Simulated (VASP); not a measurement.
Given:

```
Mo
1.0
   -1.56881     1.56881     1.56881
    1.56881    -1.56881     1.56881
    1.56881     1.56881    -1.56881
Mo
1
Direct
  0.00000   0.00000   0.00000
```

Computed with vdW-DF-cx, VASP's PBE PAW potentials (set 64) (plane waves; VASP). Numerical set-up: 520 eV cut-off, Gaussian smearing of 0.050 eV, potentials Mo_sv.

Problem. Give the energies of bands 5 to 10 at the high-symmetry points, in eV from the Fermi level.

Solution. 
```tsv
band	Γ	H	N	P
5	-7.31	-5.56	-5.43	-2.67
6	-1.42	-5.56	-3.49	-2.67
7	-1.42	4.03	1.67	-2.67
8	-1.42	4.03	1.68	2.45
9	1.65	4.03	2.32	2.45
10	1.65	9.13	4.81	9.64
```

It has no gap at this level: it comes out as a metal or semimetal.

The compound is Mo in the bcc structure. It was relaxed first.
